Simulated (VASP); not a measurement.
Level of theory: LDA (Ceperley-Alder, Perdew-Zunger), VASP's LDA PAW potentials (set 64) (plane waves; VASP 6.6.1).

The input files of a VASP run:

### INCAR
```
# general
SYSTEM =Ni3Fe
PREC   =Accurate
ENCUT  =300
LREAL  =.False.
LASPH  =.True.

# electronic loop
EDIFF  =1E-6
NELM   =100
ALGO   =Normal
LMAXMIX=4

# smearing
ISMEAR =-1
SIGMA  =0.136

# spin
ISPIN  =2
MAGMOM =3.0 3*0.5

# ions
ISIF   =2

# output
LWAVE  =.False.
LCHARG =.False.
LORBIT =11
```

POSCAR:
```
Ni3Fe
1.0
  3.5940200000   0.0000000000   0.0000000000
  0.0000000000   3.5940200000   0.0000000000
  0.0000000000   0.0000000000   3.5940200000
Fe Ni
1 3
Cart
  0.0000000000   0.0000000000   0.0000000000
  0.0000000000   1.7970100000   1.7970100000
  1.7970100000   0.0000000000   1.7970100000
  1.7970100000   1.7970100000   0.0000000000
```

KPOINTS:
```
Automatic mesh
0
Gamma
7 7 7
0 0 0
```

POTCAR, in this order: Fe Ni (LDA.64 set). Program: vasp_std.

Output

File OSZICAR:
```
       N       E                     dE             d eps       ncg     rms          rms(c)
DAV:   1     0.181882485382E+03    0.18188E+03   -0.12107E+04  2032   0.138E+03
DAV:   2    -0.239820164801E+02   -0.20586E+03   -0.19870E+03  2024   0.312E+02
DAV:   3    -0.333618920455E+02   -0.93799E+01   -0.89168E+01  2096   0.899E+01
DAV:   4    -0.335229041804E+02   -0.16101E+00   -0.16020E+00  2195   0.114E+01
DAV:   5    -0.335266230834E+02   -0.37189E-02   -0.37179E-02  2683   0.157E+00    0.200E+01
DAV:   6    -0.315483573865E+02    0.19783E+01   -0.51885E+01  2157   0.106E+02    0.269E+01
DAV:   7    -0.349255095607E+02   -0.33772E+01   -0.26146E+01  2469   0.139E+02    0.305E+01
DAV:   8    -0.286909062509E+02    0.62346E+01   -0.24291E+01  2432   0.566E+01    0.607E+00
DAV:   9    -0.288948966804E+02   -0.20399E+00   -0.83106E-01  2198   0.110E+01    0.416E+00
DAV:  10    -0.289117548025E+02   -0.16858E-01   -0.14734E-01  2741   0.837E+00    0.199E+00
DAV:  11    -0.288897878266E+02    0.21967E-01   -0.70461E-02  3231   0.536E+00    0.119E+00
DAV:  12    -0.288939091639E+02   -0.41213E-02   -0.10351E-02  2834   0.212E+00    0.392E-01
DAV:  13    -0.288935179616E+02    0.39120E-03   -0.22703E-03  2588   0.830E-01    0.872E-02
DAV:  14    -0.288935496535E+02   -0.31692E-04   -0.31261E-04  2627   0.198E-01    0.114E-01
DAV:  15    -0.288935485582E+02    0.10953E-05   -0.91314E-05  2539   0.266E-01    0.205E-02
DAV:  16    -0.288935509680E+02   -0.24099E-05   -0.12086E-05  1863   0.450E-02    0.273E-02
DAV:  17    -0.288935524209E+02   -0.14529E-05   -0.39213E-06  1606   0.567E-02    0.398E-03
DAV:  18    -0.288935524974E+02   -0.76519E-07   -0.10861E-06  1164   0.108E-02
   1 F= -.28893552E+02 E0= -.28767905E+02  d E =-.251296E+00  mag=     4.5914
```

OUTCAR:
```
------------------------ aborting loop because EDIFF is reached ----------------------------------------
  FORCE on cell =-STRESS in cart. coord.  units (eV):
  Direction    XX          YY          ZZ          XY          YZ          ZX
  --------------------------------------------------------------------------------------
  Total       -6.6791751     -6.6791751     -6.6791751     -0.0000000     -0.0000000      0.0000000
  in kB     -230.5111520   -230.5111520   -230.5111520     -0.0000000     -0.0000000      0.0000000
  external PRESSURE =    -230.5111520 kB  Pullay stress =       0.0000000 kB
  volume of cell :       46.42
      direct lattice vectors                 reciprocal lattice vectors
     3.594020000  0.000000000  0.000000000     0.278239965  0.000000000  0.000000000
     0.000000000  3.594020000  0.000000000     0.000000000  0.278239965  0.000000000
     0.000000000  0.000000000  3.594020000     0.000000000  0.000000000  0.278239965
 POSITION                                       TOTAL-FORCE (eV/Angst)
 -----------------------------------------------------------------------------------
      0.00000      0.00000      0.00000         0.000000      0.000000      0.000000
      0.00000      1.79701      1.79701         0.000000      0.000000      0.000000
      1.79701      0.00000      1.79701         0.000000      0.000000      0.000000
      1.79701      1.79701      0.00000         0.000000      0.000000      0.000000
 -----------------------------------------------------------------------------------
    total drift:                               -0.000000      0.000000      0.000000
  FREE ENERGIE OF THE ION-ELECTRON SYSTEM (eV)
  ---------------------------------------------------
  free  energy   TOTEN  =       -28.8935524974 eV

  energy  without entropy=      -28.6422567974  energy(sigma->0) =      -28.76790465

 total charge

# of ion       s       p       d       tot
------------------------------------------
    1        0.457   0.460   6.113   7.031
    2        0.489   0.470   8.304   9.263
    3        0.489   0.470   8.304   9.263
    4        0.489   0.470   8.304   9.263
--------------------------------------------------
tot          1.925   1.870  31.025  34.819

 magnetization (x)

# of ion       s       p       d       tot
------------------------------------------
    1        0.008   0.004   2.781   2.793
    2       -0.012  -0.032   0.643   0.599
    3       -0.012  -0.032   0.643   0.599
    4       -0.012  -0.032   0.643   0.599
--------------------------------------------------
tot         -0.029  -0.091   4.709   4.589
```
(Selected blocks of OUTCAR.)

File OUTCAR:
```
 val. band max:        7.6820031897   @ k =   0.0000   0.0000   0.0000

 cond. band min:       7.7159707938   @ k =   0.2857   0.1429   0.0000


 Fermi energy:         7.6886516805

 spin component 1

 k-point     1 :       0.0000    0.0000    0.0000
  band No.  band energies     occupation
      1      -1.0570      1.00000
      2       2.8199      1.00000
      3       2.8199      1.00000
      4       3.3780      1.00000
      5       3.4953      1.00000
      6       3.4953      1.00000
      7       3.4953      1.00000
      8       5.2535      1.00000
      9       5.2535      1.00000
     10       5.2535      1.00000
     11       6.2516      0.99997
     12       6.2516      0.99997
     13       7.0005      0.99369
     14       7.0005      0.99369
     15       7.0036      0.99355
     16       7.1406      0.98253
     17       7.1406      0.98253
     18       7.1406      0.98253
     19       7.1994      0.97334
     20       7.1994      0.97334
     21       7.1994      0.97334
     22       9.9336      0.00000
     23       9.9336      0.00000
     24       9.9336      0.00000
     25      16.2740      0.00000

 k-point     2 :       0.1429    0.0000    0.0000
  band No.  band energies     occupation
      1      -0.8019      1.00000
      2       2.8853      1.00000
      3       2.9403      1.00000
      4       3.4695      1.00000
      5       3.5710      1.00000
      6       3.5820      1.00000
      7       3.5820      1.00000
      8       5.1644      1.00000
      9       5.3220      1.00000
     10       5.3220      1.00000
     11       6.1621      0.99999
     12       6.2811      0.99997
     13       6.6582      0.99949
     14       6.6582      0.99949
     15       6.8892      0.99721
     16       6.9007      0.99696
     17       6.9690      0.99499
     18       7.0474      0.99112
     19       7.0474      0.99112
     20       7.1400      0.98261
     21       7.1989      0.97343
...
```

At this cut-off the stress carries a Pulay error, which pulls relaxed volumes low.

The structure is a typed Ni3Fe crystal (Pm-3m). The cell was not relaxed at this level. The run is one of a series of settings (GGA removed, POTCAR Fe Ni (LDA.64 set) against the base run), some of them coarse on purpose.
